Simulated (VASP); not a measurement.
Calculation: PBE GGA with D4 dispersion, VASP's PBE PAW potentials (set 64) (plane waves; VASP).

A VASP calculation is set up with these files.

### KPOINTS
```
Automatic mesh
0
Gamma
4 4 4
0 0 0
```

**INCAR**
```
SYSTEM = CsPbBr3
PREC = Accurate; ENCUT = 520; LREAL = .FALSE.
LASPH = .TRUE.
EDIFF = 1E-7; NELM = 100; ALGO = Normal
LMAXMIX = 4
ISMEAR = 0; SIGMA = 0.05
GGA = PE; IVDW = 13
ISIF = 2
LWAVE = .FALSE.; LCHARG = .FALSE.
```

**POSCAR**
```
CsPbBr3
1
    6.0437734968     0.0000000000     0.0000000000
    0.0000000000     6.0437734968     0.0000000000
    0.0000000000     0.0000000000     6.0437734968
Cs Pb Br
1 1 3
Direct
  0.0000000000   0.0000000000   0.0000000000
  0.5000000000   0.5000000000   0.5000000000
  0.5000000000   0.0000000000   0.5000000000
  0.0000000000   0.5000000000   0.5000000000
  0.5000000000   0.5000000000   0.0000000000
```

POTCAR, in this order: Cs_sv Pb_d Br (PBE.64 set). Program: vasp_std.

Output of the run:

File OUTCAR:
```
 ion  position               nearest neighbor table
   1  0.000  0.000  0.000-
   2  0.500  0.500  0.500-   3 3.02   4 3.02   5 3.02   5 3.02   3 3.02   4 3.02
   3  0.500  0.000  0.500-   2 3.02   2 3.02
   4  0.000  0.500  0.500-   2 3.02   2 3.02
   5  0.500  0.500  0.000-   2 3.02   2 3.02
  LATTYP: Found a simple cubic cell.
 ALAT       =     6.0437734968
 Subroutine PRICEL returns:
 Original cell was already a primitive cell.
 Subroutine GETGRP returns: Found 48 space group operations
The static configuration has the point symmetry O_h .
The dynamic configuration has the point symmetry O_h .
 Subroutine INISYM returns: Found 48 space group operations
 Subroutine IBZKPT returns following result:
 Found     10 irreducible k-points:

 Following reciprocal coordinates:
            Coordinates               Weight
  0.000000  0.000000  0.000000      1.000000
  0.250000  0.000000  0.000000      6.000000
  0.500000  0.000000  0.000000      3.000000
  0.250000  0.250000  0.000000     12.000000
  0.500000  0.250000  0.000000     12.000000
  0.500000  0.500000  0.000000      3.000000
...
```

**OSZICAR**
```
       N       E                     dE             d eps       ncg     rms          rms(c)
DAV:   1     0.403483838006E+03    0.40348E+03   -0.18704E+04   520   0.149E+03
DAV:   2     0.298028114364E+02   -0.37368E+03   -0.36675E+03   686   0.330E+02
DAV:   3    -0.146973162165E+02   -0.44500E+02   -0.44364E+02   590   0.126E+02
DAV:   4    -0.165371028820E+02   -0.18398E+01   -0.18332E+01   678   0.355E+01
DAV:   5    -0.165877228957E+02   -0.50620E-01   -0.50581E-01   642   0.450E+00    0.383E+00
DAV:   6    -0.159217404983E+02    0.66598E+00   -0.11942E+00   746   0.105E+01    0.218E+00
DAV:   7    -0.158595910795E+02    0.62149E-01   -0.58487E-01   760   0.416E+00    0.102E+00
DAV:   8    -0.158706434534E+02   -0.11052E-01   -0.73490E-02   622   0.226E+00    0.200E-01
DAV:   9    -0.158696215492E+02    0.10219E-02   -0.13340E-02   736   0.860E-01    0.108E-01
DAV:  10    -0.158700346298E+02   -0.41308E-03   -0.12807E-03   564   0.209E-01    0.416E-02
DAV:  11    -0.158701357827E+02   -0.10115E-03   -0.21001E-04   590   0.105E-01    0.862E-03
DAV:  12    -0.158701351294E+02    0.65331E-06   -0.35247E-05   722   0.613E-02    0.405E-03
DAV:  13    -0.158701353445E+02   -0.21507E-06   -0.26715E-06   680   0.119E-02    0.275E-03
DAV:  14    -0.158701355276E+02   -0.18312E-06   -0.63150E-07   658   0.768E-03    0.268E-04
DAV:  15    -0.158701355894E+02   -0.61790E-07   -0.23347E-08   356   0.154E-03
   1 F= -.16876143E+02 E0= -.16876143E+02  d E =-.106274E-11
```

File OUTCAR:
```
------------------------ aborting loop because EDIFF is reached ----------------------------------------
  Edisp (eV):   -1.00601
  FORCE on cell =-STRESS in cart. coord.  units (eV):
  Direction    XX          YY          ZZ          XY          YZ          ZX
  --------------------------------------------------------------------------------------
  Total      -1.40655    -1.40655    -1.40655    -0.00000    -0.00000     0.00000
  in kB     -10.20800   -10.20800   -10.20800    -0.00000    -0.00000     0.00000
  external pressure =      -10.21 kB  Pullay stress =        0.00 kB
  volume of cell :      220.76
      direct lattice vectors                 reciprocal lattice vectors
     6.043773497  0.000000000  0.000000000     0.165459543  0.000000000  0.000000000
     0.000000000  6.043773497  0.000000000     0.000000000  0.165459543  0.000000000
     0.000000000  0.000000000  6.043773497     0.000000000  0.000000000  0.165459543
 POSITION                                       TOTAL-FORCE (eV/Angst)
 -----------------------------------------------------------------------------------
      0.00000      0.00000      0.00000         0.000000      0.000000      0.000000
      3.02189      3.02189      3.02189         0.000000      0.000000      0.000000
      3.02189      0.00000      3.02189         0.000000      0.000000      0.000000
      0.00000      3.02189      3.02189         0.000000      0.000000      0.000000
      3.02189      3.02189      0.00000         0.000000      0.000000      0.000000
 -----------------------------------------------------------------------------------
    total drift:                                0.000000     -0.000000     -0.000000
  FREE ENERGIE OF THE ION-ELECTRON SYSTEM (eV)
  ---------------------------------------------------
  free  energy   TOTEN  =       -16.8761434680 eV

  energy  without entropy=      -16.8761434680  energy(sigma->0) =      -16.87614347
```
(Selected blocks of OUTCAR.)

The compound is CsPbBr3 in the cubic perovskite structure, the ideal cubic form; the compound distorts at low or room temperature. This cell is one point of a volume scan, at 1.06 of the reference volume.
